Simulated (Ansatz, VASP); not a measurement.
# Cross-check of PtC between VASP and Ansatz, part 3 of 3

Wanted: the spread between two codes on one cell, functional and k mesh. The cell is generated by rule, not measured, and may not be a known phase. The cell is taken from a series of runs on this material, whose earlier steps may have relaxed, scaled, displaced or heated it; both programs get it as it stands.

VASP 6.6.1 and Ansatz 0.2.0.

So far: VASP: relaxation of cell and atoms, LDA, pair 1; Ansatz: relaxation of cell and atoms, LDA, pair 1; Comparison; VASP: relaxation of cell and atoms, LDA, pair 2; Ansatz: relaxation of cell and atoms, LDA, pair 2; Side by side.

## Step 8: VASP: relaxation of cell and atoms, LDA, pair 3

Level of this step: LDA; plane waves and PAW (Pt, C); invented cell (VASP).

The relaxed volume is the usual yardstick between codes: in a stiff, nearly cubic crystal its relative difference is about their pressure difference at one cell divided by the bulk modulus.

Contents of INCAR:

```
SYSTEM = PtC
PREC = Accurate
ENCUT = 600
EDIFF = 1E-07
NELM = 120
ISMEAR = 1
SIGMA = 0.15
LREAL = .FALSE.
ALGO = Normal
GGA = PW92
NBANDS = 36
LASPH = .TRUE.
LORBIT = 11
LWAVE = .FALSE.
LCHARG = .FALSE.
ISIF = 3
IBRION = 2
NSW = 80
EDIFFG = -0.005
GGA_COMPAT = .FALSE.
NELMIN = 4
KPAR = 2
```

Contents of POSCAR:

```
PtC
1.0
    3.1586950000      0.0000000000      0.0000000000
    0.0000000000      5.4710200000      0.0000000000
    0.0000000000      0.0000000000      5.7777230000
Pt C
4 4
Direct
    0.9999999208      0.3170257100      0.9925986846
    0.4999999208      0.8496409262      0.0221756478
    0.4999999208      0.1829742900      0.4925986846
    0.9999999208      0.6503590738      0.5221756478
    0.9999999208      0.3393840637      0.3440688919
    0.4999999208      0.8272825725      0.3911566460
    0.4999999208      0.1606159363      0.8440688918
    0.9999999208      0.6727174275      0.8911566460
```

Contents of KPOINTS:

```
Automatic mesh
0
Gamma
10 6 6
0 0 0
```

Potentials, in the order of the species: Pt and C (LDA family, release 64).

The run is started by

```
$ mpirun -np 2 vasp_std
```

Numbers of over 12 decimals in the logs are rounded to 6 here.

Output:

```text
[... set-up lines as in an earlier step ...]
 entering main loop
       N       E                     dE             d eps       ncg     rms          rms(c)
DAV:   1     0.344652679268E+03    0.34465E+03   -0.31111E+04  6912   0.167E+03
DAV:   2    -0.492729373474E+02   -0.39393E+03   -0.37923E+03  7880   0.334E+02
DAV:   3    -0.714265111187E+02   -0.22154E+02   -0.21559E+02  8100   0.739E+01
DAV:   4    -0.719816837348E+02   -0.55517E+00   -0.55165E+00  8124   0.123E+01
[...]
DAV:  14    -0.628457323561E+02   -0.78126E-06   -0.20198E-05  7864   0.258E-02    0.510E-03
DAV:  15    -0.628457320675E+02    0.28859E-06   -0.88110E-07  7836   0.570E-03    0.223E-03
DAV:  16    -0.628457320632E+02    0.43146E-08   -0.20886E-07  4520   0.212E-03
   1 F= -.62845732E+02 E0= -.62846165E+02  d E =-.628457E+02
[... from here on, the cycles between the ionic steps are left out ...]
   2 F= -.62854647E+02 E0= -.62855080E+02  d E =-.891445E-02
   3 F= -.62854867E+02 E0= -.62855311E+02  d E =-.913451E-02
  17 F= -.62862137E+02 E0= -.62862594E+02  d E =-.192424E-03
  18 F= -.62862312E+02 E0= -.62862896E+02  d E =-.366904E-03
  19 F= -.62862314E+02 E0= -.62862914E+02  d E =-.369432E-03
  20 F= -.62862396E+02 E0= -.62863005E+02  d E =-.821916E-04
  21 F= -.62862403E+02 E0= -.62863015E+02  d E =-.886123E-04
  22 F= -.62862421E+02 E0= -.62863025E+02  d E =-.186174E-04
  23 F= -.62862427E+02 E0= -.62863022E+02  d E =-.242576E-04
  24 F= -.62862440E+02 E0= -.62863027E+02  d E =-.135116E-04
  25 F= -.62862446E+02 E0= -.62863023E+02  d E =-.192174E-04
  26 F= -.62862453E+02 E0= -.62863027E+02  d E =-.718719E-05
  27 F= -.62862457E+02 E0= -.62863028E+02  d E =-.113397E-04
  28 F= -.62862462E+02 E0= -.62863037E+02  d E =-.495219E-05
 trial-energy change:   -0.000005  1 .order   -0.000005   -0.000006   -0.000004
 step:   1.4508(harm=  1.4508)  dis= 0.00051  next Energy=   -62.862465 (dE=-0.714E-05)
 reached required accuracy - stopping structural energy minimisation
```

From OUTCAR (step 8):

```text
  Total        0.0136240      0.0089023     -0.0110362      0.0000000      0.0000000      0.0000000
  in kB        0.2192136      0.1432404     -0.1775751      0.0000000      0.0000000      0.0000000
  external PRESSURE =       0.0616263 kB  Pullay stress =       0.0000000 kB

 POSITION                                       TOTAL-FORCE (eV/Angst)
 -----------------------------------------------------------------------------------
      3.13801      1.79663      5.67587         0.000000     -0.001610     -0.003457
      1.56900      4.72621      0.14524         0.000000      0.003054      0.002261
      1.56900      0.96832      2.80676         0.000000      0.001610     -0.003457
      3.13801      3.56863      3.01435         0.000000     -0.003054      0.002261
      3.13801      1.87406      1.96873         0.000000     -0.001596     -0.001005
      1.56900      4.54947      2.25207         0.000000     -0.000274      0.002201
      1.56900      0.89089      4.83784         0.000000      0.001596     -0.001005
      3.13801      3.74538      5.12118         0.000000      0.000274      0.002201
 -----------------------------------------------------------------------------------
    total drift:                                0.000250     -0.000147     -0.000261

  FREE ENERGIE OF THE ION-ELECTRON SYSTEM (eV)
  ---------------------------------------------------
  free  energy   TOTEN  =       -62.8624624168 eV

  energy  without entropy=      -62.8641854815  energy(sigma->0) =      -62.86303677

[... 2 parts as in an earlier step ...]

[... 2 further parts left out ...]
[key lines of the parts left out:]
E-fermi :   9.0688
```

## Step 9: Ansatz: relaxation of cell and atoms, LDA, pair 3

The same cell, functional (in two slightly different forms), mesh and smearing now go to Ansatz, which takes its cutoff from its data sets.

The cell is taken from a series of runs on this material, whose earlier steps may have relaxed, scaled, displaced or heated it; both programs get it as it stands.

Contents of input.yaml:

```yaml
crystal:
  lattice:
    - [3.1586945863, 0.0, 0.0]
    - [0.0, 5.471019509, 0.0]
    - [0.0, 0.0, 5.7777226681]
  atoms:
    - { symbol: Pt, position: [0.0, 0.3170256974, -0.0074012991] }
    - { symbol: Pt, position: [0.5, 0.8496409692, 0.0221756477] }
    - { symbol: Pt, position: [0.5, 0.1829743026, 0.4925987009] }
    - { symbol: Pt, position: [0.0, 0.6503590308, 0.5221756477] }
    - { symbol: C, position: [0.0, 0.3393841037, 0.3440689651] }
    - { symbol: C, position: [0.5, 0.8272825629, 0.3911566863] }
    - { symbol: C, position: [0.5, 0.1606158963, 0.8440689651] }
    - { symbol: C, position: [0.0, 0.6727174371, 0.8911566863] }
kpoints:
  mp_grid: { grid: [10, 6, 6] }
hamiltonian:
  xc: lda
scf:
  occupations: { method: methfessel_paxton, width: 0.15 }
output:
  forces: true
  stress: true
  eigenvalues: true
  write_density: true
  write_potential: true
  elf: true
  volumetric_format: npy
relax:
  adjacent_minimum: "off"
  f_tol: 0.002
  max_steps: 120
  cell: { stress_tol: 0.03 }
```

The run is started by

```
$ ansatz run input.yaml --threads 4 --pin off --max-ram 7168MiB --backend cpu --events-out ev --progress --plain --runs-dir out
```

Output:

```text
[...]
Crystal: 8 atoms, lattice volume = 99.846 Å³
Basis set: ecut = 420 eV, 1927 PW (Γ)
Bands: 53, of which v1, the nominal top of the filled ones, is band 44 counted from 1 (43 counted from 0)
Symmetry: 4 space group operations
[...]
k-points: 96 of 360 (time reversal used)
[...]
- [0.0, 5.524248, 0.0]
    - [0.0, 0.0, 5.731634]
  atoms:
    - { symbol: Pt, position: [0, 0.324485, -0.010825] }
    - { symbol: Pt, position: [0.5, 0.854452, 0.024915] }
    - { symbol: Pt, position: [0.5, 0.175515, 0.489175] }
    - { symbol: Pt, position: [0, 0.645548, 0.524915] }
    - { symbol: C, position: [0, 0.339021, 0.343339] }
    - { symbol: C, position: [0.5, 0.822955, 0.392571] }
    - { symbol: C, position: [0.5, 0.160979, 0.843339] }
    - { symbol: C, position: [0, 0.677045, 0.892571] }
[key lines of the parts left out:]
SCF converged after 4 iterations
Free energy (F): -49944.344822 eV
Fermi energy:    17.075357 eV
P = ⅓ Tr σ = 0.0019 GPa (0.019 kbar)
```

## Step 10: Side by side

What differs besides the data sets and the points named for the pairs above, as far as they apply: the data sets hold 88 valence electrons in Ansatz (on its default PAW (the set named soft_2) files) and 56 in VASP. Total energies have different zeros and are not compared.

Compared:

| quantity | Ansatz | VASP | difference |
| --- | --- | --- | --- |
| volume (Å³) | 99.28 | 99.57 | -0.30 % |
| edge a after relaxation, in the typed setting (Å) | 3.135 | 3.138 | -0.08 % |
| edge b after relaxation, in the typed setting (Å) | 5.524 | 5.530 | -0.10 % |
| edge c after relaxation, in the typed setting (Å) | 5.732 | 5.738 | -0.12 % |

## Step 11: Results

| Property | Result |
| --- | --- |
| difference in volume (relaxation of cell and atoms, LDA, pair 1) | -0.26 % |
| difference in volume (relaxation of cell and atoms, LDA, pair 2) | -0.31 % |
| difference in volume (relaxation of cell and atoms, LDA, pair 3) | -0.30 % |

In words: The difference in volume is -0.31 % (relaxation of cell and atoms, LDA, pair 2), within the 1.2 % picked in this series as the mark of a large difference, as far as the stopping tolerances let one tell. The data sets hold unlike numbers of valence electrons (88 in Ansatz and 56 in VASP), so part of the differences may come from the potentials. 2 further pairs of this series are not shown here. Such differences can come from data sets, numerical settings and the points named under the comparisons, not from the functional's error against experiment.

[Lines on the potential files, build, host, timing and source positions are cut from VASP's logs without a mark.]

[Logs are printed without paths, hosts, clocks, repeated set-up lines and the standing remarks that a program may print on its own settings, such as how far it seeks lower states.]

[Hosts, paths, dates, database ids (printed as entryN), source tags and the programs' standing remarks are cut or masked in the printed files.]
